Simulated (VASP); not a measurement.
Here is the system:

```
GeSe
1.0
    0.00000     2.75780     2.75780
    2.75780     0.00000     2.75780
    2.75780     2.75780     0.00000
Ge Se
1 1
Cartesian
  0.00000   0.00000   0.00000
  2.75780   2.75780   2.75780
```

All values below come from LDA (Ceperley-Alder, Perdew-Zunger) with spin-orbit coupling, VASP's LDA PAW potentials (set 64) (plane waves; VASP). Settings: 400 eV cut-off, 8×8×8 Γ-centred mesh, Gaussian smearing of 0.050 eV, potentials Ge_d Se.

Problem. What does the run give for the energy per atom (σ→0), band gap (over mesh and band path) with the smallest direct gap where there is one?

Solution. 
| Quantity | Result |
|---|---|
| band gap (over mesh and band path) | 0.29 eV |
| smallest direct gap (over mesh and band path) | 0.38 eV |
| energy per atom (σ→0) | -4.925 eV/atom |

The structure comes from a computed database's GeSe entry (Fm-3m); how it stands against other phases isn't given here. It was relaxed first, which changed the volume by -5 %.
